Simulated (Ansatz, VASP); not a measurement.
# One calculation of Al2W2O, two programs

Contents of INCAR:

```
PREC = Accurate
ENCUT = 520
EDIFF = 1E-6
ISMEAR = 0
SIGMA = 0.1
LREAL = F
LASPH = T
NELM = 80
ALGO = Normal
ISIF = 2
LWAVE = F
LCHARG = F
GGA = PE
NBANDS = 28
```

KPOINTS

```
regular mesh
0
Gamma
  4 4 4
```

POSCAR

```
Al2W2O
1.0
    4.5474382500      0.0000000000      0.0000000000
    0.0000000000      4.5474382500      0.0000000000
    0.0000000000      0.0000000000      3.8833712300
Al W O
2 2 1
Direct
    0.5000000000      0.5000000000      0.0000000000
    0.5000000000      0.5000000000      0.5000000000
    0.0000000000      0.5000000000      0.0000000000
    0.5000000000      0.0000000000      0.0000000000
    0.0000000000      0.0000000000      0.0000000000
```

Input for Ansatz:

```yaml
crystal:
  lattice:
    - [4.54743825, 0.0, 0.0]
    - [0.0, 4.54743825, 0.0]
    - [0.0, 0.0, 3.88337123]
  atoms:
    - { symbol: Al, position: [0.5, 0.5, 0.0] }
    - { symbol: Al, position: [0.5, 0.5, 0.5] }
    - { symbol: W, position: [0.0, 0.5, 0.0] }
    - { symbol: W, position: [0.5, 0.0, 0.0] }
    - { symbol: O, position: [0.0, 0.0, 0.0] }
basis:
  ecutwfc: 420
kpoints:
  mp_grid: { grid: [4, 4, 4] }
hamiltonian:
  xc: pbe
scf:
  occupations: { method: gaussian, width: 0.1 }
  lower_state_search: "off"
output:
  forces: true
  stress: true
  eigenvalues: true
```

Alike in both runs: task single point; functional PBE; k mesh 4 × 4 × 4; occupations gaussian, width 0.1 eV; no spin polarisation.

|  | VASP | Ansatz |
| --- | --- | --- |
| version | VASP 6.6.1 | Ansatz 0.2.0 |
| potentials or method | VASP PAW PBE potentials, release 64 (Al, W_sv, O) | scalar-relativistic, plane waves, PAW |
| plane-wave cutoff (eV) | 520 | 420 |
| valence electrons in the cell | 40 | 40 |

Ansatz gave:

| Quantity | Value |
| --- | --- |
| gap on the k mesh at the Fermi level (eV) | none |
| pressure (GPa) | 21.5 |
| largest component of the traceless stress (GPa) | 32.85 |

Q: What did VASP give for the same quantities?

A: gap on the k mesh at the Fermi level (eV): none; pressure (GPa): 21.9; largest component of the traceless stress (GPa): 32.87.

A gap of «none» marks a metal or a gap that the smearing closes. The functional is the same, so the differences come from potentials, cutoffs and numerics.

Caveats: the k mesh is coarse (spacing up to 0.40 Å⁻¹), so the values aren't converged; so large a pressure means that the cell lies far from this level's equilibrium, or that cutoff or potentials fall short (VASP). Spin-orbit coupling is left out, which matters for the levels of W.
